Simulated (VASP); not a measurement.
A convergence study with VASP on CsI (CsCl type): one setting is varied, all else stays as given below, so the limit is that of these other settings.

```xyz
2
Lattice="4.5700 0.0000 0.0000 0.0000 4.5700 0.0000 0.0000 0.0000 4.5700" Properties=species:S:1:pos:R:3 pbc="T T T"
Cs     0.0000     0.0000     0.0000
I      2.2850     2.2850     2.2850
```

Level of theory: PBE GGA, VASP's PBE PAW potentials (set 64) (plane waves; VASP 6.6.1). The tightest run used: 550 eV cut-off, 11×11×11 Monkhorst-Pack mesh, Gaussian smearing of 0.050 eV, potentials Cs_sv I.

The reference is 11×11×11 mesh, which took about 40 core-seconds. Times come from single runs on busy shared machines, so they are rough: good to a factor of about 2.

Question: Of the settings 1×1×1 mesh; 2×2×2 mesh; 3×3×3 mesh; 4×4×4 mesh; 5×5×5 mesh; 6×6×6 mesh; 7×7×7 mesh; 8×8×8 mesh; 9×9×9 mesh; 10×10×10 mesh; 11×11×11 mesh, which is the lowest that keeps the difference from the reference in the stress, largest component (GPa) within 0.5 from there on, and what does it cost?

Answer: 3×3×3 mesh; its cost over the reference is about 1/7.
| setting | difference in the stress, largest component (GPa) | cost over the reference |
|---|---|---|
| 1×1×1 mesh | 13.41 | about 1/8 |
| 2×2×2 mesh | 0.68 | about 1/9 |
| 3×3×3 mesh | 0.10 | about 1/7 |
| 4×4×4 mesh | 0.02 | about 1/7 |
| 5×5×5 mesh | 0.00 | about 1/4 |
| 6×6×6 mesh | 0.00 | about 1/4 |
| 7×7×7 mesh | 0.00 | about 1/3 |
| 8×8×8 mesh | 0.00 | about 1/3 |
| 9×9×9 mesh | 0.00 | within a factor of 2 |
| 10×10×10 mesh | 0.00 | within a factor of 2 |
| 11×11×11 mesh | 0.00 | reference |

Left out are rungs that failed or repeat a setting and relaxations that didn't move; long series are thinned to 24 rows.

The compound is CsI in the CsCl type structure. The cell was not relaxed at this level.
